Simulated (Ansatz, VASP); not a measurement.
## C (Diamond): VASP beside Ansatz

Wanted: the spread between two codes on one cell, functional and k mesh. The cell is taken from a series of VASP runs on this material, whose earlier steps may have relaxed, scaled or displaced it; both programs get it as it stands.

Main program and level: Ansatz 0.2.0; plane waves, with VASP 6.6.1 beside it; band structure at r2SCAN, band structure at LDA and single point at LDA.

## Step 1: The structure

The structure is cubic, space group Fd-3m (No. 227). The conventional cell has a = 3.567 Å, b = 3.567 Å, c = 3.567 Å, α = 90.00°, β = 90.00°, γ = 90.00°. C has 4 C at 1.54 Å nearest.

## Step 2: Ansatz: band structure, r2SCAN

Ansatz runs on its default PAW (the set named soft_2) files.

The same path points are solved in both programs, so levels can be compared one by one.

Input file input.yaml:

```yaml
crystal:
  lattice:
    - [0.0, 1.78337, 1.78337]
    - [1.78337, 0.0, 1.78337]
    - [1.78337, 1.78337, 0.0]
  atoms:
    - { symbol: C, position: [0.75, 0.75, 0.75] }
    - { symbol: C, position: [0.5, 0.5, 0.5] }
hamiltonian:
  xc: r2scan
  pseudopotentials: { kind: paw }
kpoints:
  mp_grid: { grid: [10, 10, 10] }
  band_path:
    path:
      - [0.0, 0.0, 0.0]
      - [0.16667, 0.0, 0.16667]
      - [0.33333, 0.0, 0.33333]
      - [0.5, 0.0, 0.5]
      - [0.5, 0.08333, 0.58333]
      - [0.5, 0.19444, 0.69444]
      - [0.5, 0.25, 0.75]
      - [0.45833, 0.29167, 0.75]
      - [0.40278, 0.34722, 0.75]
      - [0.375, 0.375, 0.75]
      - [0.20833, 0.20833, 0.41667]
      - [0.08333, 0.08333, 0.16667]
      - [0.0, 0.0, 0.0]
      - [0.22222, 0.22222, 0.22222]
      - [0.38889, 0.38889, 0.38889]
      - [0.51389, 0.47222, 0.51389]
      - [0.55556, 0.38889, 0.55556]
      - [0.61111, 0.27778, 0.61111]
      - [0.61111, 0.25, 0.63889]
      - [0.56944, 0.25, 0.68056]
      - [0.51389, 0.25, 0.73611]
      - [0.5, 0.27778, 0.72222]
      - [0.5, 0.38889, 0.61111]
      - [0.5, 0.47222, 0.52778]
      - [0.48611, 0.48611, 0.52778]
      - [0.43056, 0.43056, 0.63889]
      - [0.38889, 0.38889, 0.72222]
      - [0.59722, 0.19444, 0.59722]
      - [0.55556, 0.11111, 0.55556]
      - [0.5, 0.0, 0.5]
    npoints: 1
scf:
  occupations: { method: gaussian, width: 0.03 }
  n_extra_bands: 7
output:
  forces: true
  stress: true
  eigenvalues: true
```

Run with:

```console
ansatz run input.yaml --threads 2 --pin off --max-ram 4608MiB --backend cpu --events-out ev --progress --plain --runs-dir out
```

Numbers of over 12 decimals in the logs are rounded to 6 here.

Output:

```text
scf.n_extra_bands = 7 over 4 filled bands (N_el = 8.0): the run solves 11 bands
Engine: ansatz 0.2.0, aarch64-unknown-linux-gnu
Pseudopotentials: kind: paw
Pseudopotential: C, paw, valence charge 4, recommended cutoff 500 eV (meta_gga), C.paw.azcp
Functional definition: r2SCAN
  parameter k0 = 0.174
  parameter k1 = 0.065
  parameter a1 = 4.9479
  exchange = r2scan_x(k0 = k0, k1 = k1, a1 = a1)
  correlation = r2scan_c
Crystal: 2 atoms, lattice volume = 11.344 Å³
Basis set: ecut = 500 eV, 283 PW (Γ), exchange–correlation on 80×80×80 points (64 copies of the dense FFT grid, shifted against one another)
Bands: 11, of which v1, the nominal top of the filled ones, is band 4 counted from 1 (3 counted from 0)
Symmetry: 48 space group operations
Space group: Fd-3m (ITA 227), of the structure as read, at distance tolerance 2.2e-5 Å
k-points: 47 of 1000
Non-local potential: C, projectors of the file, l = 0: 2, l = 1: 2, l = 2: 1
PAW form: soft (Blöchl's): semilocal exchange-correlation on the pseudo side does not see the compensation charge
PAW frozen core: C, regenerated for the run's functional (the file was generated under x = pbe(κ = 0.804, μ = 0.219515), c = pbe(β = 0.066725))
PAW one-centre angular grid: C, 302 points (default); XC on 239 of its mesh's 2573 points in the sphere
Initial density: superposition of atomic densities (neutral atoms: chi_scale 0, normalization atom), corrected by the library's trained network
Initial wavefunctions: pseudopotential atomic-orbital guess
Functional: x = r2scan, c = r2scan; τ floored in thin density (d = 2e-4 eV/Å³)
SCF iter   1: F=—  HF=-503.055210 eV  |F-HF|=—  |Δ(HF+E_count)|=         —  Δρ=8.87e-3  dr2=2.40e-3  dr2_τ=3.81e-1  ethr=1.77e-3  ⟨swp⟩=5.6  Hψ=3170  notcnv=0  defer=9
preconditioner: auto → none  [insulator: Δε(μ)=4.333 eV  Ē_g=26.430 eV  σ=0.030 eV  W_gap=1.00  n_scr=0 (ndim 8)  ℏωp=31.2 eV  f_vac=0.000  D(μ)=0.00/eV (n_scr^D=0)  ε∞_Penn≈2.4]
SCF iter   2: F=—  HF=-503.110915 eV  |F-HF|=—  |Δ(HF+E_count)|=   5.57e-2  Δρ=5.56e-3  dr2=9.68e-4  dr2_τ=5.86e-5  ethr=3.01e-5  ⟨swp⟩=2.3  Hψ=1314  notcnv=0  defer=116
SCF iter   3: F=—  HF=-503.110945 eV  |F-HF|=—  |Δ(HF+E_count)|=   2.94e-5  Δρ=1.74e-3  dr2=1.01e-4  dr2_τ=1.44e-5  ethr=1.21e-5  ⟨swp⟩=2.6  Hψ=607  notcnv=0  defer=116
SCF iter   4: F=—  HF=-503.110978 eV  |F-HF|=—  |Δ(HF+E_count)|=   3.38e-5  Δρ=3.42e-4  dr2=3.92e-6  dr2_τ=2.67e-7  ethr=1.26e-6  ⟨swp⟩=1.1  Hψ=418  notcnv=0  defer=116
SCF iter   5: F=—  HF=-503.110982 eV  |F-HF|=—  |Δ(HF+E_count)|=   3.19e-6  Δρ=7.80e-5  dr2=2.06e-7  dr2_τ=2.49e-8  ethr=4.90e-8  ⟨swp⟩=1.8  Hψ=507  notcnv=0  defer=116
SCF iter   6: F=-503.110982 eV  HF=-503.110982 eV  |F-HF|=2.30e-10  |Δ(HF+E_count)|=   1.38e-7  Δρ=2.61e-6  dr2=1.90e-10  dr2_τ=4.74e-11  ethr=1.25e-9  ⟨swp⟩=8.4  Hψ=2684  notcnv=0
SCF 1 converged in 6 iterations: F = -503.110982 eV  dr2 = 1.90e-10
  greatest PAW one-centre occupation: 0.658 electrons in one spin orbital (limit 2), on the C atom at site 1 (counted from 0), in its partial waves of l = 0
NSCF: frozen V_eff on 30 k-points
SCF converged after 6 iterations
Free energy (F): -503.110982 eV
Harris-Foulkes:  -503.110982 eV  (|F-HF|=2.30e-10)
Internal energy: -503.110982 eV  (E = F + TS)
E sigma→0 (E₀):  -503.110982 eV
Fermi energy:    15.485808 eV
--- Per-component energies (eV) ---
  E_band       = 30.266781
  E_kinetic    = 184.135926
  E_local      = -121.137792  (includes V_loc(G=0)·N_el)
  E_nonlocal   = 52.519016
  E_hartree    = 26.678305
  E_xc         = -95.860547
  E_vxc        = -132.463381  (∫ρ·V_xc dr)
  E_paw        = -201.434986  (= ΣΔE_a)
  E_vpaw       = -13.133865  (= ΣTr[D̂ρ^β])
  E_aug_tail   = 0.000008  (compensation charges beyond the density's cutoff)
  E_vtau       = 6.990322  (kinetic-family band-sum trace: ∫τ·v_τ [+ j·A + Jᵃ·Aᵃ] dr)
  E_ewald      = -347.961363
  E_core_change = -0.049547  (= ΣΔE_core)
  E_smearing   = -0.000000  (= −TS)
  E_closure    = 0.000000  (closes the sum)
  Σ components = -503.110982   (vs F -503.110982, Δ=0.00e0)
--- Forces (eV/Å), atoms counted from 1 ---
  atom   1  C     -0.00000000    -0.00000000     0.00000000
  atom   2  C      0.00000000    -0.00000000     0.00000000
  max |Σ_I F_I| component: 7.40e-17 eV/Å
--- Stress (GPa, compression-positive) ---
       -2.420091       0.000000       0.000000
       -0.000000      -2.420091      -0.000000
       -0.000000      -0.000000      -2.420091
  P = ⅓ Tr σ = -2.4201 GPa (-24.201 kbar)
--- Band table (eV; the first three rows and the last of 47) ---
  k-point 0: bands = [-9.3844, 13.2885, 13.2885, 13.2885, 19.1685, 19.1685, 19.1685, 27.0618, ... 3 higher]
  k-point 1: bands = [-9.0955, 11.4995, 12.8142, 12.8142, 19.7924, 19.7924, 20.1671, 27.3597, ... 3 higher]
  k-point 2: bands = [-8.2344, 8.1027, 11.8848, 11.8848, 20.9941, 20.9941, 21.3928, 28.1876, ... 3 higher]
  k-point 46: bands = [0.3965, 0.3965, 4.7898, 4.7898, 23.1888, 23.1888, 27.5206, 27.5206, ... 3 higher]
```

Wall time 1.5 s (2 threads of Arm Neoverse N1, shared host); peak memory 0.27 GiB; 2.5 s of CPU time.

## Step 3: VASP: band structure, r2SCAN

The same cell, functional, mesh and smearing now go to VASP, with its own data sets and cutoff.

Lines of VASP's logs that name or quote its potential files are left out, and so is its time.

Input file INCAR:

```
SYSTEM = C
PREC = Accurate
ENCUT = 460
EDIFF = 1E-06
NELM = 100
ISMEAR = 0
SIGMA = 0.03
LREAL = .FALSE.
ALGO = Normal
METAGGA = R2SCAN
LASPH = .TRUE.
NBANDS = 16
LORBIT = 11
LWAVE = .FALSE.
LCHARG = .FALSE.
KPAR = 4
```

Input file POSCAR:

```
C
1.0
    0.0000000000      1.7833700000      1.7833700000
    1.7833700000      0.0000000000      1.7833700000
    1.7833700000      1.7833700000      0.0000000000
C
2
Direct
    0.7500000000      0.7500000000      0.7500000000
    0.5000000000      0.5000000000      0.5000000000
```

Input file KPOINTS:

```
Automatic mesh
0
Gamma
10 10 10
0 0 0
```

Input file KPOINTS_OPT:

```
Line mode
10
Line-mode
Reciprocal
  0.00000000   0.00000000   0.00000000 GAMMA
  0.50000000   0.00000000   0.50000000 X

  0.50000000   0.00000000   0.50000000 X
  0.50000000   0.25000000   0.75000000 W

  0.50000000   0.25000000   0.75000000 W
  0.37500000   0.37500000   0.75000000 K

  0.37500000   0.37500000   0.75000000 K
  0.00000000   0.00000000   0.00000000 GAMMA

  0.00000000   0.00000000   0.00000000 GAMMA
  0.50000000   0.50000000   0.50000000 L

  0.50000000   0.50000000   0.50000000 L
  0.62500000   0.25000000   0.62500000 U

  0.62500000   0.25000000   0.62500000 U
  0.50000000   0.25000000   0.75000000 W

  0.50000000   0.25000000   0.75000000 W
  0.50000000   0.50000000   0.50000000 L

  0.50000000   0.50000000   0.50000000 L
  0.37500000   0.37500000   0.75000000 K

  0.62500000   0.25000000   0.62500000 U
  0.50000000   0.00000000   0.50000000 X
```

The projector-augmented-wave data sets are C (PBE family, release 64).

Run with:

```console
mpirun -np 4 vasp_std
```

Output:

```text
[banner, memory and clock lines left out]
running    4 mpi-ranks, on    1 nodes
 distrk:  each k-point on    1 cores,    4 groups
 distr:  one band on    1 cores,    1 groups

 POSCAR found type information on POSCAR C
 POSCAR found :  1 types and       2 ions
|                                                                             |
|               ----> ADVICE to this user running VASP <----                  |
|                                                                             |
|     You enforced a specific xc type in the INCAR file but a different       |
|     [... a line on the potential file left out ...]
|     I HOPE YOU KNOW WHAT YOU ARE DOING!                                     |
|                                                                             |

 LDA part: xc-table for (None), standard interpolation
 POSCAR, INCAR and KPOINTS ok, starting setup
 FFT: planning ... GRIDC
 FFT: planning ... GRID_SOFT
 FFT: planning ... GRID
 WAVECAR not read
 entering main loop
       N       E                     dE             d eps       ncg     rms          rms(c)
DAV:   1     0.103501256401E+01    0.10350E+01   -0.41650E+03  1560   0.448E+02
DAV:   2    -0.216544423688E+02   -0.22689E+02   -0.22009E+02  2008   0.112E+02
DAV:   3    -0.219484167072E+02   -0.29397E+00   -0.29388E+00  1672   0.960E+00
DAV:   4    -0.219486068056E+02   -0.19010E-03   -0.19010E-03  1984   0.312E-01
DAV:   5    -0.219486069470E+02   -0.14145E-06   -0.14144E-06  1696   0.712E-03    0.515E+00
DAV:   6    -0.197564805904E+02    0.21921E+01   -0.19643E-01  1504   0.248E+00    0.389E+00
DAV:   7    -0.196593878055E+02    0.97093E-01   -0.17648E-01  1656   0.251E+00    0.742E-01
DAV:   8    -0.196604257709E+02   -0.10380E-02   -0.57801E-03  1840   0.493E-01    0.407E-01
DAV:   9    -0.196608153052E+02   -0.38953E-03   -0.15913E-04  1616   0.958E-02    0.215E-02
DAV:  10    -0.196608159943E+02   -0.68908E-06   -0.17966E-06  2000   0.862E-03
   1 F= -.19660816E+02 E0= -.19660816E+02  d E =-.445404E-16
 Start KPOINTS_OPT (optional k-point list driver)
k-point batch [1-47\100]
       N       E                     dE             ncg
DAV:   1     0.124855925341E+04   -0.12985E+05     1576
DAV:   2     0.260994419170E+03   -0.98756E+03     1984
DAV:   3     0.247091407780E+03   -0.13903E+02     1664
DAV:   4     0.247082567015E+03   -0.88408E-02     2016
DAV:   5     0.247082560852E+03   -0.61634E-05     1664
DAV:   6     0.247082560845E+03   -0.65435E-08     1624
[...]
k-point batch [95-100\100]
       N       E                     dE             ncg
DAV:   1     0.171118458091E+05   -0.24729E+04      200
DAV:   2     0.169742728875E+05   -0.13757E+03      248
DAV:   3     0.169726827139E+05   -0.15902E+01      248
DAV:   4     0.169726818980E+05   -0.81598E-03      240
DAV:   5     0.169726818975E+05   -0.42673E-06      248
```

OUTCAR, selected parts (step 3):

```text
ion  position               nearest neighbor table
   1  0.750  0.750  0.750-   2 1.54   2 1.54   2 1.54   2 1.54
   2  0.500  0.500  0.500-   1 1.54   1 1.54   1 1.54   1 1.54

  LATTYP: Found a face centered cubic cell.
 ALAT       =     3.5667400000

 Subroutine GETGRP returns: Found 48 space group operations
 (whereof 24 operations were pure point group operations)

The static configuration has the point symmetry T_d .
 The point group associated with its full space group is O_h .

 Found     47 irreducible k-points:

   k-points           NKPTS =     47   k-points in BZ     NKDIM =     47   number of bands    NBANDS=     16

   dimension x,y,z NGX =    18 NGY =   18 NGZ =   18
   dimension x,y,z NGXF=    36 NGYF=   36 NGZF=   36

   ENCUT  =  460.0 eV  33.81 Ry    5.81 a.u.   4.41  4.41  4.41*2*pi/ulx,y,z

   NELECT =       8.0000    total number of electrons

 k-points in reciprocal lattice and weights: Automatic mesh
   0.00000000  0.00000000  0.00000000       0.001
   0.10000000  0.00000000  0.00000000       0.008
   0.20000000  0.00000000  0.00000000       0.008
   0.30000000  0.00000000  0.00000000       0.008
   0.40000000  0.00000000  0.00000000       0.008
   0.50000000  0.00000000  0.00000000       0.004
   0.10000000  0.10000000  0.00000000       0.006
   0.20000000  0.10000000  0.00000000       0.024
   0.30000000  0.10000000  0.00000000       0.024
[...]
-0.30000000  0.40000000  0.20000000       0.024
  -0.30000000  0.50000000  0.20000000       0.012

 average (electrostatic) potential at core
       1 -47.4480       2 -47.4480

 E-fermi :   9.8703

 k-point     1 :       0.0000    0.0000    0.0000
  band No.  band energies     occupation
      1     -12.9824      2.00000
      2       9.7122      2.00000
      3       9.7122      2.00000
      4       9.7122      2.00000
      5      15.5519      0.00000
      6      15.5519      0.00000
      7      15.5519      0.00000
      8      23.5297      0.00000
      9      30.1050      0.00000
    ...

 k-point     2 :       0.1000    0.0000    0.0000
  band No.  band energies     occupation
      1     -12.6933      2.00000
      2       7.9159      2.00000
      3       9.2352      2.00000
      4       9.2352      2.00000
      5      16.1784      0.00000
      6      16.1784      0.00000
      7      16.5597      0.00000
      8      23.8233      0.00000
      9      30.5854      0.00000
    ...

 k-point     3 :       0.2000    0.0000    0.0000
  band No.  band energies     occupation
      1     -11.8316      2.00000
      2       4.5135      2.00000
      3       8.3029      2.00000
      4       8.3029      2.00000
      5      17.3814      0.00000
      6      17.3814      0.00000
      7      17.8016      0.00000
      8      24.6403      0.00000
      9      31.4024      0.00000
    ...

  Total       -0.0991484     -0.0991484     -0.0991484      0.0000000      0.0000000      0.0000000
  in kB      -14.0036649    -14.0036649    -14.0036649      0.0000000      0.0000000      0.0000000
  external PRESSURE =     -14.0036649 kB  Pullay stress =       0.0000000 kB

  energy-cutoff  :      460.00
  volume of cell :       11.34
      direct lattice vectors                 reciprocal lattice vectors
     0.000000000  1.783370000  1.783370000    -0.280368067  0.280368067  0.280368067
     1.783370000  0.000000000  1.783370000     0.280368067 -0.280368067  0.280368067
     1.783370000  1.783370000  0.000000000     0.280368067  0.280368067 -0.280368067

 POSITION                                       TOTAL-FORCE (eV/Angst)
 -----------------------------------------------------------------------------------
      2.67505      2.67505      2.67505        -0.000000     -0.000000     -0.000000
      1.78337      1.78337      1.78337         0.000000      0.000000      0.000000
 -----------------------------------------------------------------------------------
    total drift:                                0.000000     -0.000000      0.000000

  FREE ENERGIE OF THE ION-ELECTRON SYSTEM (eV)
  ---------------------------------------------------
  free  energy   TOTEN  =       -19.6608159943 eV

  energy  without entropy=      -19.6608159943  energy(sigma->0) =      -19.66081599

 total charge
# of ion       s       p       d       tot
------------------------------------------
    1        0.847   1.738   0.000   2.585
    2        0.847   1.738   0.000   2.585
--------------------------------------------------
tot          1.694   3.476   0.000   5.170

[... 3 further parts left out ...]
```

The run ends at a pressure of -1.40 GPa.

## Step 4: Side by side

Known differences besides the potentials themselves: VASP keeps PBE cores, Ansatz makes them for the functional; the cutoff is 500 eV in Ansatz and 460 eV in VASP. Total energies have different zeros and are not compared.

Compared:

```csv
quantity,Ansatz,VASP,difference
pressure (GPa),-2.42,-1.40,-1.02
pressure without Ansatz's Pulay correction (GPa),-2.50,-1.40,-1.10
gap over the path points (eV),4.372,4.343,+0.029
```

Levels at points of the path, from each program's valence-band top (eV; 3 filled, then empty):

```csv
k (reciprocal lattice),Ansatz,VASP
0.000 0.000 0.000,0.00 0.00 0.00 5.88 5.88 5.88,0.00 0.00 0.00 5.84 5.84 5.84
0.167 0.000 0.167,-2.72 -2.72 -2.43 5.18 9.54 9.54,-2.73 -2.73 -2.44 5.14 9.52 9.52
0.333 0.000 0.333,-7.70 -5.61 -5.61 4.37 8.14 14.91,-7.71 -5.62 -5.62 4.34 8.13 14.90
0.500 0.000 0.500,-13.57 -6.65 -6.65 5.02 5.02 17.91,-13.59 -6.66 -6.66 5.00 5.00 17.89
0.500 0.083 0.583,-13.41 -7.17 -7.17 6.08 6.08 17.32,-13.43 -7.19 -7.19 6.06 6.06 17.31
0.500 0.194 0.694,-12.91 -8.46 -8.46 9.69 9.69 14.42,-12.93 -8.47 -8.47 9.68 9.68 14.41
0.500 0.250 0.750,-12.80 -8.70 -8.70 11.27 11.27 12.92,-12.81 -8.71 -8.71 11.26 11.26 12.91
0.458 0.292 0.750,-12.44 -9.26 -7.62 9.08 11.47 13.66,-12.45 -9.28 -7.64 9.06 11.46 13.65
0.403 0.347 0.750,-12.46 -9.67 -5.96 6.40 11.35 14.99,-12.48 -9.69 -5.97 6.38 11.34 14.97
0.375 0.375 0.750,-12.48 -9.72 -5.66 5.99 11.32 15.24,-12.49 -9.74 -5.68 5.96 11.32 15.23
```

Among the levels compared at these points, filled levels agree within 18 meV and empty ones within 42 meV. Ansatz's pressure holds a Pulay correction of 0.08 GPa; VASP's holds none.

## Step 5: What the set-up changes

Further runs change the set-up of one program: Ansatz's method, potentials or start, or VASP's data sets, cutoff or form of LDA. The table gives Ansatz less VASP for each quantity, since a change that brings one quantity closer may part another.

```csv
run,pressure (GPa),gap over the path points (eV),pressure without Ansatz's Pulay correction (GPa)
as above,-1.0,0.029,-1.1
cores kept as stored,-1.3,0.032,-1.4
Ansatz's all-electron LAPW method,-1.2,0.025,
Ansatz's larger PAW set (cutoff 800 eV),-1.2,0.025,-1.5
norm-conserving potentials (cutoff 1200 eV),-1.2,0.037,
```

(Part 1 of 2 ends here.)

[Lines on the potential files, build, host, timing and source positions are cut from VASP's logs without a mark.]

[Logs are printed without paths, hosts, clocks, repeated set-up lines and the standing remarks that a program may print on its own settings, such as how far it seeks lower states.]

[Hosts, paths, dates, database ids (printed as entryN), source tags and the programs' standing remarks are cut or masked in the printed files.]
